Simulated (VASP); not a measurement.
A run of VASP 6.6.1 is set up as follows.

INCAR

```
PREC = Accurate
ENCUT = 600
EDIFF = 1E-6
ISMEAR = 0
SIGMA = 0.02
LREAL = False
LASPH = True
NELM = 120
ALGO = Normal
ISIF = 2
LWAVE = False
LCHARG = False
GGA = PE
KPAR = 2
```

File KPOINTS:

```
Automatic mesh
0
Gamma
  10 10 10
```

The input POSCAR:

```
Si                                      
1.0
    0.0000000000      2.7342859811      2.7342859811
    2.7342859811      0.0000000000      2.7342859811
    2.7342859811      2.7342859811      0.0000000000
  Si            
     2
Direct
     0.7500000000000000    0.7500000000000000    0.7500000000000000
     0.5000000000000000    0.5000000000000000    0.5000000000000000
```

File KPOINTS_OPT:

```
path GXWKGLUWLK,UX
10
line-mode
reciprocal
 0.0000000000  0.0000000000  0.0000000000  G
 0.5000000000  0.0000000000  0.5000000000  X

 0.5000000000  0.0000000000  0.5000000000  X
 0.5000000000  0.2500000000  0.7500000000  W

 0.5000000000  0.2500000000  0.7500000000  W
 0.3750000000  0.3750000000  0.7500000000  K

 0.3750000000  0.3750000000  0.7500000000  K
 0.0000000000  0.0000000000  0.0000000000  G

 0.0000000000  0.0000000000  0.0000000000  G
 0.5000000000  0.5000000000  0.5000000000  L

 0.5000000000  0.5000000000  0.5000000000  L
 0.6250000000  0.2500000000  0.6250000000  U

 0.6250000000  0.2500000000  0.6250000000  U
 0.5000000000  0.2500000000  0.7500000000  W

 0.5000000000  0.2500000000  0.7500000000  W
 0.5000000000  0.5000000000  0.5000000000  L

 0.5000000000  0.5000000000  0.5000000000  L
 0.3750000000  0.3750000000  0.7500000000  K

 0.6250000000  0.2500000000  0.6250000000  U
 0.5000000000  0.0000000000  0.5000000000  X
```

Potentials or basis: VASP PAW PBE potentials, release 64 (Si).

The run is started by

```bash
$ cat potpaw_PBE.64/Si/POTCAR > POTCAR
$ mpirun -np 2 vasp_std > vasp.out
```

(1) Estimate the band gap along the path.

(2) Estimate the band gap on the k mesh.

(3) Predict the pressure.

Results:

(1) 0.62 eV, indirect (least direct gap 2.56 eV).

(2) 0.62 eV, indirect (least direct gap 2.56 eV).

(3) 0.0 GPa.
